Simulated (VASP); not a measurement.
An input for Quantum ESPRESSO's pw.x (written as the equivalent of a VASP run, and not itself run):

```
&CONTROL
  calculation = 'vc-relax'
  pseudo_dir = './pseudo'
  outdir = './out'
  tprnfor = .true.
  tstress = .true.
  nstep = 60
  forc_conv_thr = 0.00078
/
&SYSTEM
  ibrav = 0
  nat = 3
  ntyp = 2
  ecutwfc = 84
  occupations = 'smearing'
  smearing = 'methfessel-paxton'
  degauss = 0.00735
  input_dft = 'pbesol'
/
&ELECTRONS
  conv_thr = 7.3e-08
  electron_maxstep = 100
/
&IONS
/
&CELL
/
ATOMIC_SPECIES
  Te 127.600 Te.upf
  Pt 195.084 Pt.upf
CELL_PARAMETERS angstrom
     2.0183031   -3.4958031    0.0000000
     2.0183031    3.4958031   -0.0000000
     0.0000000    0.0000000    5.1714384
ATOMIC_POSITIONS crystal
  Te   0.3333330  0.6666670  0.2614533
  Te   0.6666670  0.3333330  0.7385467
  Pt   0.0000000  1.0000000  1.0000000
K_POINTS automatic
  8 8 6 0 0 0
```

Translate this input to VASP (INCAR, KPOINTS, POSCAR, choice of POTCAR).

One answer among several that fit: 
**KPOINTS**
```
Automatic
0
G
 8 8 6
0 0 0
```

**POSCAR**
```
PtTe2
1
    2.0183031021    -3.4958031389     0.0000000000
    2.0183031021     3.4958031389    -0.0000000000
    0.0000000000     0.0000000000     5.1714383724
Te Pt
2 1
Direct
  0.3333330000   0.6666670000   0.2614532821
  0.6666670000   0.3333330000   0.7385467179
  0.0000000000   1.0000000000   1.0000000000
```

**INCAR**
```
SYSTEM = PtTe2
PREC = Accurate
ENCUT = 400
EDIFF = 1E-6
NELM = 100
ALGO = Normal
LREAL = .FALSE.
LASPH = .TRUE.
ISMEAR = 1
SIGMA = 0.1
GGA = PS
LMAXMIX = 6
LWAVE = .FALSE.
LCHARG = .FALSE.
IBRION = 2
ISIF = 3
NSW = 60
EDIFFG = -0.02
```

POTCAR, in this order: Te Pt (PBE.64 set). Program: vasp_std.

The two are equivalent in intent, not identical: the potentials are each code's own (VASP's PAW set, PseudoDojo norm-conserving files in pw.x), so ENCUT and ecutwfc are chosen apart and not converted; conv_thr bounds pw.x's estimated SCF error, while EDIFF bounds the energy change between steps; forc_conv_thr acts on force components and is met together with etot_conv_thr.

The compound is PtTe2 in the 1T layered structure. This run relaxes it. Symmetry was kept, so distortions that lower it aren't found. The start is the result of an earlier pass.
